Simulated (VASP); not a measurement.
The system is ScInTeSe.

```
Sc In Te Se
1.0
     4.46085    0.00000    0.00000
     0.00000    4.46085    0.00000
     0.00000    0.00000    9.67314
Sc In Te Se
2 2 2 2
Direct
  0.00000 0.50000 0.85998
  0.50000 0.00000 0.14002
  0.50000 0.50000 0.50000
  0.00000 0.00000 0.50000
  0.50000 0.50000 0.00000
  0.00000 0.00000 0.00000
  0.00000 0.50000 0.33079
  0.50000 0.00000 0.66921
```

The cell was built by a generator and needn't be a form met in nature.

| Quantity | Value |
| --- | --- |
| Program | VASP 6.6.1 |
| Task | relaxation of cell and atoms |
| Functional | PBE |
| Potentials or basis | VASP PAW PBE potentials, release 64 (Sc_sv, In_d, Te, Se) |
| Cutoff | 520 eV |
| k mesh | 3 × 3 × 2 |
| Occupations | gaussian, width 0.15 eV |
| Spin | no spin polarisation |

At the start: pressure 20.2 GPa; volume 24.06 Å³/atom.

**Question.** Where does the relaxation end?

**Answer.** Over 15 steps the energy falls by 434.4 meV/atom and the volume is 29.17 Å³/atom (+21.2 %); space group P4/nmm (No. 129, to 0.05 Å).

The path:
```tsv
step	energy change (eV)	largest force (eV/Å)	pressure (GPa)	volume (Å³)
1	0.0000	4.2449	20.24	192.49
2	9.7862	1.0838	-19.28	289.68
3	-3.2784	0.4954	3.89	235.06
4	-3.3569	0.2843	0.12	243.54
5	-3.3594	0.2647	-0.07	244.64
6	-3.3599	0.2449	-0.28	245.77
7	-3.3909	0.1928	-0.27	244.42
8	-3.4306	0.1038	-0.18	242.03
9	-3.4605	0.2004	0.11	236.96
10	-3.4606	0.1665	0.09	237.40
11	-3.4607	0.2057	0.11	237.22
12	-3.4656	0.0904	-0.33	238.09
13	-3.4657	0.0860	-0.38	238.23
14	-3.4696	0.0851	-0.29	236.97
15	-3.4749	0.0549	-0.03	233.39
```

Final structure:
```
Sc In Te Se
1.0
     5.01989    0.00000    0.00000
     0.00000    5.01989    0.00000
     0.00000    0.00000    9.26159
Sc In Te Se
2 2 2 2
Cartesian
  0.0000 2.5099 7.7880
  2.5099 0.0000 1.4736
  2.5099 2.5099 4.6308
  0.0000 0.0000 4.6308
  2.5099 2.5099 0.0000
  0.0000 0.0000 0.0000
  0.0000 2.5099 2.9791
  2.5099 0.0000 6.2824
```

Caveat: the k mesh is coarse (spacing up to 0.47 Å⁻¹), so the values aren't converged; the volume moved by over 15 % at a fixed basis, so the end points are rough.
